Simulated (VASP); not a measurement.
Input:

```xyz
2
Lattice="1.7426 -3.0183 0.0000 1.7426 3.0183 0.0000 0.0000 0.0000 5.4425" Properties=species:S:1:pos:R:3 pbc="T T T"
Lu     1.7426     1.0061     1.3606
Lu     1.7426    -1.0061     4.0818
```

These are TPSS meta-GGA, VASP's PBE PAW potentials (set 64) (plane waves; VASP) values and carry that method's errors. Run with 520 eV cut-off, 14×14×8 Γ-centred mesh, tetrahedra with Blöchl corrections, potentials Lu_3.

Q: Estimate the energy per atom (σ→0), band gap (over mesh and band path) with the smallest direct gap where there is one.

A: 
- band gap (over mesh and band path) = none (metal, semimetal or under 0.01 eV)
- energy per atom (σ→0) = -6.333 eV/atom

The compound is Lu in the hcp structure. It was relaxed first.
